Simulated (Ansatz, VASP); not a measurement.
# Ni: VASP beside Ansatz, part 2 of 2

Aim: how closely do two programs agree when they are given the same cell, functional and k mesh?

VASP 6.6.1 and Ansatz 0.2.0.

So far: The starting structure; VASP: relaxation of cell and atoms, PBEsol.

### 3. Ansatz: relaxation of cell and atoms, PBEsol

Level of this step: Ansatz beside VASP: Kohn-Sham DFT, plane waves, PBEsol (Ansatz).

Ansatz runs on its default PAW (the set named soft_2) files.

The same cell, functional, mesh and smearing now go to Ansatz, which takes its cutoff from its data sets.

The input, input.yaml:

```yaml
crystal:
  lattice:
    - [0.0, 1.7285774867, 1.7285774867]
    - [1.7285774867, 0.0, 1.7285774867]
    - [1.7285774867, 1.7285774867, 0.0]
  atoms:
    - { symbol: Ni, position: [0.0, 0.0, 0.0], spin: 1.0 }
hamiltonian:
  xc: pbesol
  pseudopotentials: { kind: paw }
magnetization:
  spin_polarized: true
kpoints:
  mp_grid: { grid: [16, 16, 16] }
scf:
  occupations: { method: methfessel_paxton, width: 0.15 }
relax:
  f_tol: 0.01
  max_steps: 60
  cell: { stress_tol: 0.05 }
output:
  forces: true
  stress: true
```

Run with:

```bash
$ ansatz run input.yaml --threads 4 --pin off --max-ram 9216MiB --backend cpu --events-out ev --progress --plain --runs-dir out
```

Numbers of over 12 decimals in the logs are rounded to 6 here.

Log:

```text
Engine: ansatz 0.2.0, aarch64-unknown-linux-gnu
Pseudopotentials: kind: paw
Pseudopotential: Ni, paw, valence charge 18, recommended cutoff 420 eV (normal), Ni.paw.azcp
Functional definition: PBEsol
  exchange = pbesol_x
  correlation = pbesol_c
Crystal: 1 atoms, lattice volume = 10.330 Å³
Basis set: ecut = 420 eV, 181 PW (Γ), exchange–correlation on 36×36×36 points (8 copies of the dense FFT grid, shifted against one another)
Bands: 14, of which v1, the nominal top of the filled ones, is band 9 counted from 1 (8 counted from 0)
Symmetry: 48 space group operations
Space group: Fm-3m (ITA 225), of the structure as read, at distance tolerance 2.2e-5 Å
Magnetic group: BNS 225.116 (UNI 1618), of the structure as read, at distance tolerance 2.2e-5 Å
k-points: 145 of 4096
Non-local potential: Ni, projectors of the file, l = 0: 3, l = 1: 2, l = 2: 3, l = 3: 1
PAW form: soft (Blöchl's): semilocal exchange-correlation on the pseudo side does not see the compensation charge
PAW frozen core: Ni, regenerated for the run's functional, and the local potential with it (the file was generated under x = pbe(κ = 0.804, μ = 0.219515), c = pbe(β = 0.066725))
PAW one-centre angular grid: Ni, 590 points (default); XC on 64 Gauss nodes
Initial density: superposition of atomic densities (chi_scale 0.1, normalization cell)
Starting moments: Σ|m| = 1 μB on 1 of 1 site
Initial wavefunctions: pseudopotential atomic-orbital guess
Functional: x = pbesol(κ = 0.804, μ = 0.123457), c = pbesol(β = 0.046)
SCF iter   1: F=—  HF=-5804.391952 eV  |F-HF|=—  |Δ(HF+E_count)|=         —  Δρ=8.61e-2 (↑5.76e-2 ↓8.61e-2)  dr2=1.24e0  dr2_m=2.32e-2  M=0.896 μB ∫|m|=0.960 μB  β_m=0.30  ethr=3.10e-3  ⟨swp⟩=5.0  Hψ=21099  notcnv=0
Mixer restart at iter 1: flushing history
preconditioner: auto → none  [metal: Δε(μ)=0.001 eV  Ē_g=16.446 eV  σ=0.150 eV  W_gap=0.00  n_scr=0 (ndim 8)  ℏωp=36.5 eV  f_vac=0.000  D(μ)=1.34/eV (n_scr^D=14)]
SCF iter   2: F=—  HF=-5804.033731 eV  |F-HF|=—  |Δ(HF+E_count)|=   3.58e-1  Δρ=4.59e-2 (↑4.59e-2 ↓4.57e-2)  dr2=3.92e-1  dr2_m=6.46e-3  M=0.825 μB ∫|m|=0.894 μB  β_m=0.25  ethr=3.10e-3  ⟨swp⟩=2.9  Hψ=9815  notcnv=0  defer=129
SCF iter   3: F=—  HF=-5804.220884 eV  |F-HF|=—  |Δ(HF+E_count)|=   1.87e-1  Δρ=1.57e-2 (↑1.50e-2 ↓1.57e-2)  dr2=2.58e-2  dr2_m=4.72e-3  M=0.829 μB ∫|m|=0.900 μB  β_m=0.58  ethr=2.18e-3  ⟨swp⟩=2.5  Hψ=6999  notcnv=0  defer=130
SCF iter   4: F=—  HF=-5804.856082 eV  |F-HF|=—  |Δ(HF+E_count)|=         —  Δρ=4.95e-2 (↑1.40e-2 ↓4.95e-2)  dr2=9.03e-2  dr2_m=8.90e-2  M=0.636 μB ∫|m|=0.715 μB  β_m=0.58  ethr=1.43e-4  ⟨swp⟩=2.3  Hψ=8179  notcnv=0  defer=136
Mixer restart at iter 4: flushing history
SCF iter   5: F=—  HF=-5804.994146 eV  |F-HF|=—  |Δ(HF+E_count)|=   1.38e-1  Δρ=3.46e-2 (↑3.46e-2 ↓9.17e-3)  dr2=9.01e-2  dr2_m=1.87e-2  M=0.631 μB ∫|m|=0.712 μB  β_m=0.54  ethr=1.43e-4  ⟨swp⟩=2.0  Hψ=9428  notcnv=0  defer=128
SCF iter   6: F=—  HF=-5804.985405 eV  |F-HF|=—  |Δ(HF+E_count)|=   8.74e-3  Δρ=3.80e-2 (↑1.09e-2 ↓3.80e-2)  dr2=1.30e-1  dr2_m=2.03e-2  M=0.597 μB ∫|m|=0.675 μB  β_m=0.27  ethr=1.43e-4  ⟨swp⟩=2.0  Hψ=8985  notcnv=0  defer=148
SCF iter   7: F=—  HF=-5804.978200 eV  |F-HF|=—  |Δ(HF+E_count)|=   7.20e-3  Δρ=6.56e-3 (↑6.08e-3 ↓6.56e-3)  dr2=1.59e-4  dr2_m=3.74e-3  M=0.598 μB ∫|m|=0.678 μB  β_m=0.55  ethr=1.43e-4  ⟨swp⟩=2.5  Hψ=8803  notcnv=0  defer=61
SCF iter   8: F=—  HF=-5804.983040 eV  |F-HF|=—  |Δ(HF+E_count)|=   4.84e-3  Δρ=6.35e-4 (↑6.35e-4 ↓5.84e-4)  dr2=2.24e-6  dr2_m=3.34e-5  M=0.591 μB ∫|m|=0.669 μB  β_m=0.78  ethr=8.81e-7  ⟨swp⟩=2.1  Hψ=7079  notcnv=0  defer=77
SCF iter   9: F=—  HF=-5804.983034 eV  |F-HF|=—  |Δ(HF+E_count)|=   6.28e-6  Δρ=6.60e-4 (↑1.30e-4 ↓6.60e-4)  dr2=1.98e-5  dr2_m=1.37e-5  M=0.591 μB ∫|m|=0.669 μB  β_m=0.89  ethr=1.24e-8  ⟨swp⟩=2.0  Hψ=6742  notcnv=0  defer=74
SCF iter  10: F=—  HF=-5804.973871 eV  |F-HF|=—  |Δ(HF+E_count)|=         —  Δρ=8.84e-4 (↑6.00e-4 ↓8.84e-4)  dr2=4.15e-6  dr2_m=4.61e-5  M=0.587 μB ∫|m|=0.666 μB  β_m=0.89  ethr=1.24e-8  ⟨swp⟩=2.2  Hψ=6711  notcnv=0  defer=75
Mixer restart at iter 10: flushing history
iteration 10: the input's own smearing fills from here on; a Gaussian of 0.15 eV has filled iterations ahead of it
SCF iter  11: F=—  HF=-5804.973884 eV  |F-HF|=—  |Δ(HF+E_count)|=   1.29e-5  S|Δr|=    0.00e0  Δρ=2.55e-4 (↑2.55e-4 ↓1.98e-4)  dr2=1.08e-6  dr2_m=4.18e-6  M=0.586 μB ∫|m|=0.665 μB  β_m=0.94  ethr=1.24e-8  ⟨swp⟩=2.2  Hψ=5619  notcnv=0  defer=75
SCF iter  12: F=—  HF=-5804.973891 eV  |F-HF|=—  |Δ(HF+E_count)|=   6.83e-6  S|Δr|=    0.00e0  Δρ=4.25e-4 (↑2.66e-4 ↓4.25e-4)  dr2=2.61e-5  dr2_m=6.93e-7  M=0.586 μB ∫|m|=0.665 μB  β_m=0.94  ethr=5.98e-9  ⟨swp⟩=2.0  Hψ=6663  notcnv=0  defer=75
SCF iter  13: F=—  HF=-5804.973886 eV  |F-HF|=—  |Δ(HF+E_count)|=   5.35e-6  S|Δr|=    0.00e0  Δρ=1.02e-4 (↑4.24e-5 ↓1.02e-4)  dr2=1.12e-6  dr2_m=9.43e-8  M=0.586 μB ∫|m|=0.665 μB  β_m=0.97  ethr=5.98e-9  ⟨swp⟩=2.0  Hψ=6631  notcnv=0  defer=75
SCF iter  14: F=—  HF=-5804.973886 eV  |F-HF|=—  |Δ(HF+E_count)|=   2.09e-7  S|Δr|=    0.00e0  Δρ=2.11e-5 (↑7.33e-6 ↓2.11e-5)  dr2=4.33e-8  dr2_m=4.91e-9  M=0.586 μB ∫|m|=0.665 μB  β_m=0.99  ethr=5.56e-10  ⟨swp⟩=3.0  Hψ=14463  notcnv=0
SCF iter  15: F=-5804.973886 eV  HF=-5804.973886 eV  |F-HF|=2.68e-10  |Δ(HF+E_count)|=   8.54e-9  S|Δr|=    0.00e0  Δρ=1.59e-6 (↑6.95e-7 ↓1.59e-6)  dr2=2.88e-10  dr2_m=2.40e-11  M=0.586 μB ∫|m|=0.665 μB  ethr=2.40e-10  ⟨swp⟩=3.1  Hψ=10620  notcnv=0
SCF 1 converged in 15 iterations: F = -5804.973886 eV  dr2 = 2.88e-10
  greatest PAW one-centre occupation: 1.001 electrons in one spin orbital (limit 2), on the Ni atom at site 0 (counted from 0), in its partial waves of l = 1
relax step   1: F+E_penalty+E_count = -5804.97388557 eV  Δ(F+E_penalty+E_count) = +0.000e0 eV  max|allowed force component| = 0.000e0 eV/Å  Δτ_max = 0.0000 Å  P = +0.798 GPa  Ω = 10.330 Å³  (15 SCF iters, dr2 threshold 1.00e-7 eV, accepted)
[...]
relax step   2: F+E_penalty+E_count = -5804.97394316 eV  Δ(F+E_penalty+E_count) = -5.759e-5 eV  max|allowed force component| = 0.000e0 eV/Å  Δτ_max = 0.0000 Å  P = +0.416 GPa  Ω = 10.347 Å³  energy of the carried Pulay correction = -5.946e-6 eV  (5 SCF iters, dr2 threshold 1.00e-7 eV, accepted)
[...]
relax step   3: F+E_penalty+E_count = -5804.97396059 eV  Δ(F+E_penalty+E_count) = -1.743e-5 eV  max|allowed force component| = 0.000e0 eV/Å  Δτ_max = 0.0000 Å  P = +0.003 GPa  Ω = 10.365 Å³  energy of the carried Pulay correction = -1.243e-5 eV  (5 SCF iters, dr2 threshold 1.00e-7 eV, accepted)
[...]
relax step   4: F+E_penalty+E_count = -5804.97397148 eV  Δ(F+E_penalty+E_count) = -1.088e-5 eV  max|allowed force component| = 0.000e0 eV/Å  Δτ_max = 0.0000 Å  P = +0.003 GPa  Ω = 10.365 Å³  stress off target by 2.77e-3 GPa  SCF on the basis re-selected at this cell (its energy is not comparable with the rows above)  (5 SCF iters)
basis re-selected at this cell: Δ(F+E_penalty+E_count) = -1.088e-5 eV, ΔP = -0.000 GPa vs the last step (what re-selecting the basis moved, of the pressure what is left beyond the Pulay correction that the steps carried, after the strain that the cell walked since its last selection, with what the two solves' SCF thresholds leave and, on support functions, any second-order correction that the steps lacked; it is no measure of the basis error at this ecutwfc). This SCF's stress stands 2.77e-3 GPa from its target on what of the cell is left free (relax.cell.stress_tol is 5.00e-2 GPa) and its largest allowed force component is 0.00e0 eV/Å (relax.f_tol is 1.00e-2 eV/Å): [rest of the remark cut]
SCF converged after 5 iterations
Stability not checked: this state was not tested for a lower state beside it, because cold or Methfessel-Paxton smearing, or corrected tetrahedra, fill the levels in a way that the test cannot read (fill_not_monotonic; see scf.lower_state_search)
Magnetization: 0.5865 μB (9.2932 up, 8.7068 down)
Absolute magnetization: 0.6663 μB (∫|ρ↑−ρ↓|, with the PAW one-centre terms)
Spin contamination: 0.0052 ħ² per cell (⟨S²⟩ above its minimum at these occupations)
Per-site moments (μB) at R_I (Å): [(0.620561, 1.009530)]
Free energy (F): -5804.973971 eV
Harris-Foulkes:  -5804.973971 eV  (|F-HF|=4.55e-12)
Internal energy: -5804.974532 eV  (E = F + TS)
E sigma→0 (E₀):  -5804.974111 eV
Entropy (-TS):   0.000560 eV (0.560 meV/atom)
Fermi energy:    19.140360 eV
--- Per-component energies (eV) ---
  E_band       = -267.574334
  E_kinetic    = 283.307720
  E_local      = -3355.296158  (includes V_loc(G=0)·N_el)
  E_nonlocal   = 635.845033
  E_hartree    = 1400.231554
  E_xc         = -84.919822
  E_vxc        = -109.916030  (∫ρ·V_xc dr)
  E_paw        = -1594.167095  (= ΣΔE_a)
  E_vpaw       = -521.978385  (= ΣTr[D̂ρ^β])
  E_aug_tail   = 0.000475  (compensation charges beyond the density's cutoff)
  E_ewald      = -3090.173528
  E_core_change = 0.197289  (= ΣΔE_core)
  E_smearing   = 0.000560  (= −TS)
  E_closure    = 0.000000  (closes the sum)
  Σ components = -5804.973971   (vs F -5804.973971, Δ=0.00e0)
--- Forces (eV/Å), atoms counted from 1 ---
  atom   1  Ni    -0.00000000     0.00000000    -0.00000000
  max |Σ_I F_I| component: 7.89e-31 eV/Å
--- Stress (GPa, compression-positive) ---
        0.002769      -0.000000      -0.000000
       -0.000000       0.002769      -0.000000
       -0.000000      -0.000000       0.002769
  P = ⅓ Tr σ = 0.0028 GPa (0.028 kbar)
--- Relaxed structure (3 steps of the walk, 3 accepted, 1 SCFs on fresh bases) ---
  F+E_penalty+E_count = -5804.97397148 eV   max|allowed force component| = 0.000e0 eV/Å   (the final SCF, on the basis selected at the relaxed cell)
  cell:  # Å, volume = 10.3650 Å³
    - [0, 1.730534, 1.730534]
    - [1.730534, 0, 1.730534]
    - [1.730534, 1.730534, 0]
  atoms:
    - { symbol: Ni, position: [0.0, 0.0, 0.0] }
```

Run time: 3.9 s. Hardware: 4 threads of Arm Neoverse V2, shared host; peak memory 0.41 GiB.

### 4. Side by side

Known differences besides the potentials themselves: both relaxations stop at a tolerance, which leaves soft axes loose, and VASP keeps its plane-wave basis; the data sets hold 18 valence electrons in Ansatz (default PAW (the set named soft_2) files) and 10 in VASP; the cutoff is 420 eV in Ansatz and 360 eV in VASP; Ansatz makes its cores anew for this functional, VASP keeps those of its PBE data sets; Ansatz adds a Pulay correction to the stress that steers its cell, VASP none; site moments are counted in spheres of each program's own size. Total energies have different zeros and are not compared.

Both answers:

| quantity | Ansatz | VASP | difference |
| --- | --- | --- | --- |
| volume (Å³) | 10.37 | 10.33 | +0.34 % |
| edge a after relaxation, in the typed setting (Å) | 2.447 | 2.445 | +0.11 % |
| total moment (μB) | 0.59 | 0.58 | 0.00 |
| moment on Ni1 (μB) | 0.62 | 0.59 | +0.03 |

The walks stopped with 0.00 GPa left in Ansatz and 0.21 GPa in VASP; each walk ends within a tolerance, so the volume difference is uncertain by about these residues over the bulk modulus, most in soft cells.

### 5. Outcome

- difference in volume (relaxation of cell and atoms, PBEsol): 0.34 %

What this shows: The difference in volume is 0.34 % (relaxation of cell and atoms, PBEsol), within the 1.2 % picked in this series as the mark of a large difference, as far as the stopping tolerances let one tell. How closely two codes agree says nothing of how well the functional describes the real material.

[Lines on the potential files, build, host, timing and source positions are cut from VASP's logs without a mark.]

[Logs are printed without paths, hosts, clocks, repeated set-up lines and the standing remarks that a program may print on its own settings, such as how far it seeks lower states.]

[Hosts, paths, dates, database ids (printed as entryN), source tags and the programs' standing remarks are cut or masked in the printed files.]
